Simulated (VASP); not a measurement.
These are r2SCAN meta-GGA, VASP's PBE PAW potentials (set 64) (plane waves; VASP 6.6.1) values and carry that method's errors.

VASP input:

KPOINTS:
```
Automatic mesh
0
Gamma
3 3 3
0 0 0
```

**POSCAR**
```
CsSnI3
1
    8.3969763653    -0.0000000000     0.0000000000
   -4.1984881826     7.2719951570    -0.0000000000
   -0.0000000000    -0.0000000000     7.5547922173
Cs Sn I
2 2 6
Direct
  0.3333330000   0.6666670000   0.7500000000
  0.6666670000   0.3333330000   0.2500000000
  0.0000000000   0.0000000000   0.0000000000
  0.0000000000   0.0000000000   0.5000000000
  0.1726775385   0.3453550771   0.2500000000
  0.6546449229   0.8273224615   0.2500000000
  0.1726775386   0.8273224615   0.2500000000
  0.8273224615   0.6546449229   0.7500000000
  0.3453550771   0.1726775385   0.7500000000
  0.8273224614   0.1726775385   0.7500000000
```

INCAR:
```
SYSTEM = CsSnI3
PREC = Accurate
ENCUT = 400
EDIFF = 1E-6
NELM = 100
ALGO = Normal
LREAL = .FALSE.
LASPH = .TRUE.
ISMEAR = 0
SIGMA = 0.05
METAGGA = R2SCAN
LMIXTAU = .TRUE.
LMAXMIX = 4
LWAVE = .FALSE.
LCHARG = .FALSE.
IBRION = 2
ISIF = 3
NSW = 60
EDIFFG = -0.02
```

POTCAR, in this order: Cs_sv Sn_d I (PBE.64 set). Program: vasp_std.

The run wrote:

OSZICAR:
```
       N       E                     dE             d eps       ncg     rms          rms(c)
DAV:   1     0.469398099815E+03    0.46940E+03   -0.31669E+04   632   0.129E+03
DAV:   2    -0.172143934958E+03   -0.64154E+03   -0.62572E+03   732   0.302E+02
DAV:   3    -0.268235767302E+03   -0.96092E+02   -0.95545E+02   720   0.138E+02
DAV:   4    -0.272570585383E+03   -0.43348E+01   -0.43182E+01   728   0.351E+01
DAV:   5    -0.272732031547E+03   -0.16145E+00   -0.16132E+00   912   0.666E+00    0.706E+00
DAV:   6    -0.265891366477E+03    0.68407E+01   -0.23377E+00   784   0.111E+01    0.613E+00
DAV:   7    -0.255109435783E+03    0.10782E+02   -0.31559E+00   640   0.687E+00    0.222E+00
DAV:   8    -0.256066040965E+03   -0.95661E+00   -0.61217E-01   736   0.374E+00    0.600E-01
DAV:   9    -0.257091300714E+03   -0.10253E+01   -0.37541E-01   648   0.263E+00    0.754E-01
DAV:  10    -0.256958976727E+03    0.13232E+00   -0.65366E-01   628   0.496E+00    0.571E-01
DAV:  11    -0.257169037988E+03   -0.21006E+00   -0.33689E-01   632   0.356E+00    0.399E-01
DAV:  12    -0.257226972571E+03   -0.57935E-01   -0.84993E-02   640   0.174E+00    0.263E-01
DAV:  13    -0.257242191541E+03   -0.15219E-01   -0.70415E-03   668   0.480E-01    0.107E-01
DAV:  14    -0.257268689028E+03   -0.26497E-01   -0.16884E-02   660   0.846E-01    0.570E-02
DAV:  15    -0.257264789405E+03    0.38996E-02   -0.53729E-03   656   0.421E-01    0.510E-02
DAV:  16    -0.257268519012E+03   -0.37296E-02   -0.11171E-03   660   0.183E-01    0.379E-02
DAV:  17    -0.257267656432E+03    0.86258E-03   -0.12658E-03   656   0.220E-01    0.367E-02
DAV:  18    -0.257270036769E+03   -0.23803E-02   -0.10502E-03   652   0.200E-01    0.132E-02
DAV:  19    -0.257269939866E+03    0.96903E-04   -0.23304E-04   752   0.932E-02    0.129E-02
DAV:  20    -0.257270062004E+03   -0.12214E-03   -0.78118E-05   668   0.543E-02    0.974E-03
DAV:  21    -0.257270064786E+03   -0.27815E-05   -0.21672E-05   672   0.293E-02    0.668E-03
DAV:  22    -0.257270095068E+03   -0.30282E-04   -0.19217E-05   668   0.279E-02    0.244E-03
DAV:  23    -0.257270095792E+03   -0.72423E-06   -0.39700E-07   520   0.344E-03
   1 F= -.25727010E+03 E0= -.25727010E+03  d E =-.257270E+03
       N       E                     dE             d eps       ncg     rms          rms(c)
DAV:   1    -0.257716269824E+03   -0.44617E+00   -0.10959E+01   772   0.217E+01    0.395E+00
DAV:   2    -0.257392249479E+03    0.32402E+00   -0.57151E-01   756   0.518E+00    0.164E+00
DAV:   3    -0.257296201432E+03    0.96048E-01   -0.28232E-01   784   0.324E+00    0.677E-01
DAV:   4    -0.257302472347E+03   -0.62709E-02   -0.32691E-02   644   0.981E-01    0.387E-01
DAV:   5    -0.257284785401E+03    0.17687E-01   -0.31298E-02   648   0.956E-01    0.213E-01
DAV:   6    -0.257304250224E+03   -0.19465E-01   -0.18146E-02   644   0.754E-01    0.835E-02
DAV:   7    -0.257304563721E+03   -0.31350E-03   -0.85204E-04   680   0.160E-01    0.329E-02
DAV:   8    -0.257304696298E+03   -0.13258E-03   -0.24088E-04   692   0.856E-02    0.229E-02
DAV:   9    -0.257304776262E+03   -0.79965E-04   -0.90434E-05   656   0.576E-02    0.671E-03
DAV:  10    -0.257304794828E+03   -0.18566E-04   -0.22308E-05   664   0.241E-02    0.217E-03
DAV:  11    -0.257304798647E+03   -0.38191E-05   -0.20684E-06   520   0.901E-03    0.890E-04
DAV:  12    -0.257304796293E+03    0.23545E-05   -0.76332E-07   388   0.584E-03    0.401E-04
DAV:  13    -0.257304798811E+03   -0.25178E-05   -0.33859E-07   368   0.376E-03    0.358E-04
DAV:  14    -0.257304797800E+03    0.10104E-05   -0.60086E-08   364   0.162E-03    0.120E-04
DAV:  15    -0.257304798336E+03   -0.53575E-06   -0.17858E-08   360   0.911E-04
   2 F= -.25730480E+03 E0= -.25730480E+03  d E =-.347025E-01
       N       E                     dE             d eps       ncg     rms          rms(c)
DAV:   1    -0.257308277678E+03   -0.34799E-02   -0.84967E-02   788   0.185E+00    0.356E-01
DAV:   2    -0.257305697969E+03    0.25797E-02   -0.45313E-03   804   0.459E-01    0.145E-01
DAV:   3    -0.257304983115E+03    0.71485E-03   -0.21817E-03   784   0.279E-01    0.627E-02
DAV:   4    -0.257304979510E+03    0.36048E-05   -0.26169E-04   648   0.886E-02    0.346E-02
DAV:   5    -0.257304895901E+03    0.83609E-04   -0.24223E-04   648   0.843E-02    0.190E-02
DAV:   6    -0.257304987746E+03   -0.91846E-04   -0.12615E-04   648   0.637E-02    0.713E-03
DAV:   7    -0.257304992868E+03   -0.51214E-05   -0.74709E-06   648   0.150E-02    0.245E-03
DAV:   8    -0.257304992869E+03   -0.13661E-08   -0.19825E-06   528   0.775E-03
   3 F= -.25730499E+03 E0= -.25730499E+03  d E =-.348971E-01
       N       E                     dE             d eps       ncg     rms          rms(c)
DAV:   1    -0.257307625252E+03   -0.26324E-02   -0.11359E-01   628   0.146E+00    0.240E-01
DAV:   2    -0.257306743785E+03    0.88147E-03   -0.40482E-03   676   0.417E-01    0.129E-01
DAV:   3    -0.257306315144E+03    0.42864E-03   -0.80920E-04   776   0.180E-01    0.596E-02
DAV:   4    -0.257306256983E+03    0.58161E-04   -0.26611E-04   712   0.937E-02    0.200E-02
DAV:   5    -0.257306214583E+03    0.42399E-04   -0.18578E-04   648   0.850E-02    0.108E-02
DAV:   6    -0.257306270449E+03   -0.55865E-04   -0.86067E-05   648   0.565E-02    0.692E-03
DAV:   7    -0.257306276919E+03   -0.64700E-05   -0.68299E-06   600   0.148E-02    0.147E-03
DAV:   8    -0.257306276817E+03    0.10169E-06   -0.18815E-06   440   0.831E-03
   4 F= -.25730628E+03 E0= -.25730628E+03  d E =-.128395E-02
       N       E                     dE             d eps       ncg     rms          rms(c)
DAV:   1    -0.257320289627E+03   -0.14013E-01   -0.10198E+00   624   0.437E+00    0.719E-01
DAV:   2    -0.257312431664E+03    0.78580E-02   -0.36400E-02   676   0.121E+00    0.385E-01
DAV:   3    -0.257308563371E+03    0.38683E-02   -0.71686E-03   780   0.516E-01    0.179E-01
DAV:   4    -0.257308093994E+03    0.46938E-03   -0.22694E-03   692   0.266E-01    0.587E-02
DAV:   5    -0.257307725089E+03    0.36890E-03   -0.15276E-03   640   0.241E-01    0.325E-02
DAV:   6    -0.257308246181E+03   -0.52109E-03   -0.70413E-04   640   0.165E-01    0.210E-02
DAV:   7    -0.257308288335E+03   -0.42154E-04   -0.59967E-05   648   0.434E-02    0.512E-03
DAV:   8    -0.257308294686E+03   -0.63503E-05   -0.17550E-05   664   0.248E-02    0.383E-03
DAV:   9    -0.257308300219E+03   -0.55336E-05   -0.63091E-06   608   0.142E-02    0.226E-03
DAV:  10    -0.257308301239E+03   -0.10200E-05   -0.13652E-06   440   0.726E-03    0.632E-04
DAV:  11    -0.257308301683E+03   -0.44346E-06   -0.22418E-07   364   0.301E-03
   5 F= -.25730830E+03 E0= -.25730830E+03  d E =-.330881E-02
```

OUTCAR:
```
------------------------ aborting loop because EDIFF is reached ----------------------------------------
  FORCE on cell =-STRESS in cart. coord.  units (eV):
  Direction    XX          YY          ZZ          XY          YZ          ZX
  --------------------------------------------------------------------------------------
  Total        0.0155386      0.0155386      0.0143161      0.0000000     -0.0000000      0.0000000
  in kB        0.0520381      0.0520381      0.0479438      0.0000000     -0.0000000      0.0000000
  external PRESSURE =       0.0506734 kB  Pullay stress =       0.0000000 kB
  volume of cell :      478.41
      direct lattice vectors                 reciprocal lattice vectors
     8.534735613  0.000000000  0.000000000     0.117168246  0.067647115  0.000000000
    -4.267367806  7.391298180 -0.000000000    -0.000000000  0.135294231  0.000000000
    -0.000000000 -0.000000000  7.583858484    -0.000000000  0.000000000  0.131859001
 POSITION                                       TOTAL-FORCE (eV/Angst)
 -----------------------------------------------------------------------------------
     -0.00000      4.92753      5.68789        -0.000000      0.000000      0.000000
      4.26737      2.46376      1.89596        -0.000000     -0.000000      0.000000
     -0.00000      0.00000     -0.00000        -0.000000      0.000000     -0.000000
     -0.00000      0.00000      3.79193        -0.000000      0.000000     -0.000000
     -0.00000      2.55001      1.89596        -0.000000     -0.013597     -0.000000
      2.05899      6.11629      1.89596         0.011775      0.006798     -0.000000
     -2.05899      6.11629      1.89596        -0.011775      0.006798     -0.000000
      4.26737      4.84128      5.68789         0.000000      0.013597     -0.000000
      2.20838      1.27501      5.68789        -0.011775     -0.006798      0.000000
      6.32636      1.27501      5.68789         0.011775     -0.006798     -0.000000
 -----------------------------------------------------------------------------------
    total drift:                               -0.004580      0.001325     -0.000001
  FREE ENERGIE OF THE ION-ELECTRON SYSTEM (eV)
  ---------------------------------------------------
  free  energy   TOTEN  =      -257.3083016826 eV

  energy  without entropy=     -257.3083016826  energy(sigma->0) =     -257.30830168

 reached required accuracy - stopping structural energy minimisation
```
(Selected blocks of OUTCAR.)

CONTCAR:
```
CsSnI3
   1.00000000000000
     8.5347356130319767    0.0000000000009553    0.0000000000000000
    -4.2673678064643408    7.3912981804695432   -0.0000000000000000
    -0.0000000000000000   -0.0000000000000000    7.5838584842901406
  Cs              Sn              I
     2     2     6
Direct
     0.3333330000000032    0.6666669999999968    0.7500000000000000
     0.6666669999999968    0.3333330000000032    0.2500000000000000
     0.0000000000000000    0.0000000000000000    0.0000000000000000
     0.0000000000000000    0.0000000000000000    0.5000000000000000
     0.1725011478117713    0.3450022957235514    0.2500000000000000
     0.6549977042764170    0.8274988521882287    0.2500000000000000
     0.1725011479118047    0.8274988521882287    0.2500000000000000
     0.8274988521882287    0.6549977042764488    0.7500000000000000
     0.3450022957235831    0.1725011478117713    0.7500000000000000
     0.8274988520881954    0.1725011478117713    0.7500000000000000
```

### OUTCAR
```
 val. band max:        2.1567290850   @ k =   0.3333   0.3333   0.0000

 cond. band min:       3.9978823957   @ k =   0.0000   0.0000   0.0000


 Fermi energy:         2.4551998976

 k-point     1 :       0.0000    0.0000    0.0000
  band No.  band energies     occupation
      1     -20.3040      2.00000
      2     -20.3029      2.00000
      3     -19.9758      2.00000
      4     -19.9686      2.00000
      5     -19.9686      2.00000
      6     -19.9498      2.00000
      7     -19.9498      2.00000
      8     -19.9452      2.00000
      9     -19.9452      2.00000
     10     -19.9404      2.00000
     11     -19.9403      2.00000
     12     -19.9288      2.00000
     13     -10.9677      2.00000
     14     -10.5549      2.00000
     15     -10.4202      2.00000
     16     -10.4202      2.00000
     17     -10.2446      2.00000
     18     -10.2446      2.00000
     19      -6.7659      2.00000
     20      -6.7428      2.00000
     21      -6.7428      2.00000
     22      -6.7379      2.00000
     23      -6.7237      2.00000
     24      -6.7237      2.00000
     25      -5.1129      2.00000
     26      -4.6603      2.00000
     27      -2.2888      2.00000
     28      -1.1368      2.00000
     29      -1.1367      2.00000
     30      -1.0435      2.00000
     31      -1.0435      2.00000
     32      -0.5961      2.00000
     33      -0.5960      2.00000
     34       0.0779      2.00000
     35       0.1688      2.00000
     36       0.1689      2.00000
     37       0.4193      2.00000
     38       0.5075      2.00000
     39       0.5075      2.00000
     40       0.6234      2.00000
     41       0.6234      2.00000
     42       0.6560      2.00000
     43       0.8613      2.00000
     44       1.0248      2.00000
     45       3.9979      0.00000
     46       5.1503      0.00000
     47       5.1504      0.00000
     48       5.2266      0.00000
     49       5.2267      0.00000
     50       5.5676      0.00000
     51       5.6186      0.00000
...
```

Energy and stress use the plane-wave basis of the starting cell. Unless said otherwise, spin-orbit coupling is left out, though it shifts the bands of the heavy elements here.

The structure was generated: CsSnI3 was put into the 2H-BaNiO3 type (P6_3/mmc), which need not be its known phase. This run relaxes it. Symmetry was kept, so distortions that lower it aren't found. The start is the result of an earlier pass.
